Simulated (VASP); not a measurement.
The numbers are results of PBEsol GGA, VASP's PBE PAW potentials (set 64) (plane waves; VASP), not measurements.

VASP ran on this input.

KPOINTS:
```
Automatic mesh
0
G
 8 8 8
0 0 0
```

### INCAR
```
! general
SYSTEM  = HoSi
PREC    = Accurate
ENCUT   = 480
LREAL   = F
LASPH   = T

! electronic loop
EDIFF   = 1E-7
NELM    = 100
ALGO    = Normal
LMAXMIX = 6

! smearing
ISMEAR  = 1
SIGMA   = 0.1

! functional
GGA     = PS

! ions
ISIF    = 2

! output
LWAVE   = F
LCHARG  = F
```

**POSCAR**
```
HoSi
5.1891890
  0.4041999017  -1.0000000804   0.0000000000
  0.4041999017   1.0000000804   0.0000000000
  0.0000000000   0.0000000000   0.7305360815
Ho Si
2 2
Cartesian
  0.4041999017   0.7195850041   0.1826340204
  0.4041999017  -0.7195850041   0.5479020612
  0.4041999017   0.1535549573   0.1826340204
  0.4041999017  -0.1535549573   0.5479020612
```

POTCAR, in this order: Ho_3 Si (PBE.64 set). Program: vasp_std.

Output

OSZICAR:
```
       N       E                     dE             d eps       ncg     rms          rms(c)
DAV:   1     0.150816131828E+03    0.15082E+03   -0.10825E+04  4091   0.134E+03
DAV:   2    -0.145054625073E+02   -0.16532E+03   -0.16332E+03  5633   0.553E+02
DAV:   3    -0.248706993103E+02   -0.10365E+02   -0.98562E+01  6105   0.886E+01
DAV:   4    -0.251453407577E+02   -0.27464E+00   -0.27149E+00  6011   0.139E+01
DAV:   5    -0.251499881084E+02   -0.46474E-02   -0.45700E-02  6236   0.187E+00    0.354E+01
DAV:   6    -0.249836500790E+02    0.16634E+00   -0.54689E-01  6300   0.605E+00    0.219E+01
DAV:   7    -0.249889833973E+02   -0.53333E-02   -0.25690E-01  6300   0.508E+00    0.821E-01
DAV:   8    -0.249807359120E+02    0.82475E-02   -0.43323E-02  6204   0.151E+00    0.381E-01
DAV:   9    -0.249806273669E+02    0.10855E-03   -0.36885E-03  6060   0.476E-01    0.255E-01
DAV:  10    -0.249805984796E+02    0.28887E-04   -0.35857E-04  5595   0.118E-01    0.121E-01
DAV:  11    -0.249805981981E+02    0.28146E-06   -0.29505E-05  5620   0.434E-02    0.281E-02
DAV:  12    -0.249805975342E+02    0.66397E-06   -0.26727E-06  5843   0.135E-02    0.854E-03
DAV:  13    -0.249805973768E+02    0.15740E-06   -0.57115E-07  5081   0.672E-03    0.178E-03
DAV:  14    -0.249805974178E+02   -0.41088E-07   -0.55526E-08  3143   0.315E-03
   1 F= -.24980597E+02 E0= -.24980792E+02  d E =0.582712E-03
```

**OUTCAR**
```
------------------------ aborting loop because EDIFF is reached ----------------------------------------
  FORCE on cell =-STRESS in cart. coord.  units (eV):
  Direction    XX          YY          ZZ          XY          YZ          ZX
  --------------------------------------------------------------------------------------
  Total        0.0881217      0.0841940     -0.2764739      0.0000000      0.0000000      0.0000000
  in kB        1.7109092      1.6346528     -5.3678241      0.0000000      0.0000000      0.0000000
  external PRESSURE =      -0.6740874 kB  Pullay stress =       0.0000000 kB
  volume of cell :       82.52
      direct lattice vectors                 reciprocal lattice vectors
     2.097469684 -5.189189417  0.000000000     0.238382468 -0.096354162  0.000000000
     2.097469684  5.189189417  0.000000000     0.238382468  0.096354162  0.000000000
     0.000000000  0.000000000  3.790889798     0.000000000  0.000000000  0.263790311
 POSITION                                       TOTAL-FORCE (eV/Angst)
 -----------------------------------------------------------------------------------
      2.09747      3.73406      0.94772         0.000000     -0.055136     -0.000000
      2.09747     -3.73406      2.84317         0.000000      0.055136     -0.000000
      2.09747      0.79683      0.94772         0.000000      0.017987      0.000000
      2.09747     -0.79683      2.84317         0.000000     -0.017987      0.000000
 -----------------------------------------------------------------------------------
    total drift:                               -0.000000     -0.000000      0.000000
  FREE ENERGIE OF THE ION-ELECTRON SYSTEM (eV)
  ---------------------------------------------------
  free  energy   TOTEN  =       -24.9805974178 eV

  energy  without entropy=      -24.9811801299  energy(sigma->0) =      -24.98079166
```
(Selected blocks of OUTCAR.)

The 4f electrons are frozen in the core of the lanthanide potential, so 4f levels, which can set the real gap, and their magnetism are missing.

The structure comes from a computed database's HoSi entry (Cmcm); how it stands against other phases isn't given here. It was relaxed first.
